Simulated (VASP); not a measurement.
Computed with PBEsol GGA, VASP's PBE PAW potentials (set 64) (plane waves; VASP).

The input files of a VASP run:

### INCAR
```
SYSTEM = Y
PREC = Accurate; ENCUT = 480; LREAL = .FALSE.
LASPH = .TRUE.
EDIFF = 1E-7; NELM = 100; ALGO = Normal
LMAXMIX = 4
ISMEAR = 1; SIGMA = 0.1
GGA = PS
ISIF = 2
LWAVE = .FALSE.; LCHARG = .FALSE.
```

KPOINTS:
```
Automatic mesh
0
Gamma
12 12 6
0 0 0
```

File POSCAR:
```
Y
1
    1.7824478355    -3.0872904753     0.0000000000
    1.7824478355     3.0872904753     0.0000000000
    0.0000000000     0.0000000000     5.4887484120
Y
2
Direct
  0.3333330000   0.6666670000   0.2500000000
  0.6666670000   0.3333330000   0.7500000000
```

POTCAR, in this order: Y_sv (PBE.64 set). Program: vasp_std.

### Question
What will the output report for the number of irreducible k-points (NKPTS), number of bands (NBANDS), largest plane-wave count, number of space-group operations, FFT grid (NGX, NGY, NGZ)?

### Answer

```
Item                                          Result
--------------------------------------  ------------
number of irreducible k-points (NKPTS)            76
number of bands (NBANDS)                          15
largest plane-wave count                        1462
number of space-group operations                  24
FFT grid (NGX, NGY, NGZ)                28 × 28 × 40
```

The compound is Y in the hcp structure. This cell was strained or had an atom moved on purpose.
